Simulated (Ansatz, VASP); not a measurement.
# Cross-check of Pd between VASP and Ansatz, part 2 of 2

Wanted: the spread between two codes on one cell, functional and k mesh. The structure shown is the end of the Ansatz relaxation below.

VASP 6.6.1 and Ansatz 0.2.0.

So far. Step 3 (VASP: single point, PBEsol, pair 1): The run ends at a pressure of -0.29 GPa.

## Step 6: VASP: single point, PBEsol, pair 2 (continued)

Level of this step: PBEsol; plane waves and PAW (Pd) (VASP).

Numbers of over 12 decimals in the logs are rounded to 6 here.

OUTCAR, selected parts (step 6):

```text
  Total        1.7997243      1.7997243     -0.0658584      0.0000000      0.0000000      0.0000000
  in kB       67.4128878     67.4128878     -2.4668816      0.0000000      0.0000000      0.0000000
  external PRESSURE =      44.1196314 kB  Pullay stress =       0.0000000 kB

 POSITION                                       TOTAL-FORCE (eV/Angst)
 -----------------------------------------------------------------------------------
      0.00000      0.00000      0.00000         0.000000     -0.000000     -0.000000
     -0.00000      1.55066      2.28226        -0.000000     -0.000000     -0.000000
      1.34292      0.77533      4.56452         0.000000      0.000000      0.000000
 -----------------------------------------------------------------------------------
    total drift:                               -0.000000      0.000000      0.000000

  FREE ENERGIE OF THE ION-ELECTRON SYSTEM (eV)
  ---------------------------------------------------
  free  energy   TOTEN  =       -17.8794634888 eV

  energy  without entropy=      -17.8290016225  energy(sigma->0) =      -17.85423256

[... 1 part as in an earlier step ...]

[... 2 further parts left out ...]
[key lines of the parts left out:]
E-fermi :  10.2132
```

The run ends at a pressure of 4.41 GPa.

## Step 7: Differences

What differs besides the data sets and the points named for the pairs above, as far as they apply: the data sets hold 54 valence electrons in Ansatz (on its PAW soft_1 files) and 30 in VASP. Total energies have different zeros and are not compared.

The two programs side by side:

```
      quantity  Ansatz  VASP  difference
pressure (GPa)    4.66  4.41       +0.25
```

## Step 8: Ansatz: relaxation, PBEsol

This run makes the geometry at which the two programs are then compared. The cell compared in this pair holds 43.22 Å³, against 42.77 Å³ for the pair before.

The structure compared here is the end of the Ansatz relaxation.

The input, input.yaml:

```yaml
crystal:
  lattice:
    - [2.71323657, 0.0, 0.0]
    - [-1.356618285, 2.3497317961, 0.0]
    - [0.0, 0.0, 6.753456062]
  atoms:
    - { symbol: Pd, position: [0.0, 0.0, 0.0] }
    - { symbol: Pd, position: [0.3333333, 0.6666667, 0.3333333] }
    - { symbol: Pd, position: [0.6666667, 0.3333333, 0.6666667] }
kpoints:
  mp_grid: { grid: [18, 18, 7] }
scf:
  occupations: { method: fermi_dirac, width: 0.05 }
hamiltonian:
  xc: pbesol
  pseudopotentials: { kind: paw, azcp: { folder: soft_1 }, xc_functional: pbe }
basis:
  ecutwfc: 600
output:
  forces: true
  stress: true
relax:
  f_tol: 0.005
  max_steps: 70
  cell: { stress_tol: 0.02, p_target: 0, fix: [a, b, alpha, beta, gamma] }
```

On the command line:

```
ansatz run input.yaml --threads 4 --pin off --max-ram 10240MiB --backend cpu --events-out ev --progress --plain --runs-dir out
```

Output:

```text
[...]
Crystal: 3 atoms, lattice volume = 43.056 Å³
Basis set: ecut = 600 eV, 1467 PW (Γ), exchange–correlation on 48×48×108 points (8 copies of the dense FFT grid, shifted against one another)
Bands: 33, of which v1, the nominal top of the filled ones, is band 27 counted from 1 (26 counted from 0)
Symmetry: 36 space group operations
[...]
k-points: 229 of 2268
[...]
0.000000      -0.000000      -0.004993
  P = ⅓ Tr σ = 2.0922 GPa (20.922 kbar)
--- Relaxed structure (3 steps of the walk, 3 accepted, 1 SCFs on fresh bases) ---
[...]
cell:  # Å, volume = 43.2193 Å³
    - [2.713237, 0, 0]
    - [-1.356618, 2.349732, 0]
    - [0, 0, 6.779099]
  atoms:
    - { symbol: Pd, position: [0, 0, 0] }
    - { symbol: Pd, position: [0.333333, 0.666667, 0.333333] }
    - { symbol: Pd, position: [0.666667, 0.333333, 0.666667] }
[key lines of the parts left out:]
SCF converged after 8 iterations
Free energy (F): -20720.135066 eV
Fermi energy:    20.108894 eV
```

## Step 9: VASP: single point, PBEsol, pair 3

The same cell, functional, mesh and smearing now go to VASP, with its own data sets.

The input, INCAR:

```
SYSTEM = Pd
PREC = Accurate
ENCUT = 500
EDIFF = 1E-06
NELM = 120
ISMEAR = -1
SIGMA = 0.05
LREAL = .FALSE.
ALGO = Normal
GGA = PS
NBANDS = 21
LASPH = .TRUE.
LORBIT = 11
LWAVE = .FALSE.
LCHARG = .FALSE.
ISIF = 2
GGA_COMPAT = .FALSE.
KPAR = 2
```

The input, POSCAR:

```
Pd
1.0
    2.7132365700      0.0000000000      0.0000000000
   -1.3566182850      2.3497317961      0.0000000000
    0.0000000000      0.0000000000      6.7790985480
Pd
3
Direct
    0.0000000000      0.0000000000      0.0000000000
    0.3333333333      0.6666666667      0.3333333333
    0.6666666667      0.3333333333      0.6666666667
```

The input, KPOINTS:

```
Automatic mesh
0
Gamma
18 18 7
0 0 0
```

Potentials, in the order of the species: Pd (PBE family, release 64).

On the command line:

```
mpirun -np 2 vasp_std
```

Output:

```text
[... set-up lines as in an earlier step ...]
 entering main loop
       N       E                     dE             d eps       ncg     rms          rms(c)
DAV:   1     0.182812632587E+03    0.18281E+03   -0.14881E+04  9626   0.135E+03
DAV:   2    -0.150375337538E+02   -0.19785E+03   -0.18637E+03  9954   0.310E+02
DAV:   3    -0.190474315261E+02   -0.40099E+01   -0.39557E+01 11043   0.492E+01
DAV:   4    -0.190793461034E+02   -0.31915E-01   -0.31908E-01 10988   0.425E+00
[...]
DAV:   9    -0.179062335718E+02    0.59165E-04   -0.10998E-04 11323   0.862E-02    0.392E-02
DAV:  10    -0.179062480218E+02   -0.14450E-04   -0.10425E-05 10753   0.261E-02    0.594E-03
DAV:  11    -0.179062475363E+02    0.48552E-06   -0.24531E-07  6539   0.436E-03
   1 F= -.17906248E+02 E0= -.17879549E+02  d E =-.533975E-01
```

From OUTCAR (step 9):

```text
  Total        0.7872204      0.7872204     -0.0600496      0.0000000      0.0000000      0.0000000
  in kB       29.1829370     29.1829370     -2.2260902      0.0000000      0.0000000      0.0000000
  external PRESSURE =      18.7132612 kB  Pullay stress =       0.0000000 kB

 POSITION                                       TOTAL-FORCE (eV/Angst)
 -----------------------------------------------------------------------------------
      0.00000      0.00000      0.00000         0.000000      0.000000     -0.000000
     -0.00000      1.56649      2.25970        -0.000000      0.000000     -0.000000
      1.35662      0.78324      4.51940         0.000000     -0.000000      0.000000
 -----------------------------------------------------------------------------------
    total drift:                               -0.000000      0.000000      0.000000

  FREE ENERGIE OF THE ION-ELECTRON SYSTEM (eV)
  ---------------------------------------------------
  free  energy   TOTEN  =       -17.9062475363 eV

  energy  without entropy=      -17.8528500365  energy(sigma->0) =      -17.87954879

[... 1 part as in an earlier step ...]

[... 2 further parts left out ...]
[key lines of the parts left out:]
E-fermi :  10.0304
```

The run ends at a pressure of 1.87 GPa.

## Step 10: Side by side

What differs besides the data sets and the points named for the pairs above, as far as they apply: the data sets hold 54 valence electrons in Ansatz (on its PAW soft_1 files) and 30 in VASP. Total energies have different zeros and are not compared.

The two programs side by side:

```
      quantity  Ansatz  VASP  difference
pressure (GPa)    2.09  1.87       +0.22
```

## Step 11: Outcome

```json
{
 "difference in pressure (single point, PBEsol, pair 1)": "0.20 GPa",
 "difference in pressure (single point, PBEsol, pair 2)": "0.25 GPa",
 "difference in pressure (single point, PBEsol, pair 3)": "0.22 GPa"
}
```

In words: The difference in pressure is 0.25 GPa (single point, PBEsol, pair 2), within the 1 GPa picked in this series as the mark of a large difference. The data sets hold unlike numbers of valence electrons (54 in Ansatz and 30 in VASP), so part of the differences comes from the potentials. 1 further run of this series is not shown here. How closely two codes agree says nothing of how well the functional describes the real material.

[Lines on the potential files, build, host, timing and source positions are cut from VASP's logs without a mark.]

[Logs are printed without paths, hosts, clocks, repeated set-up lines and the standing remarks that a program may print on its own settings, such as how far it seeks lower states.]

[Hosts, paths, dates, database ids (printed as entryN), source tags and the programs' standing remarks are cut or masked in the printed files.]
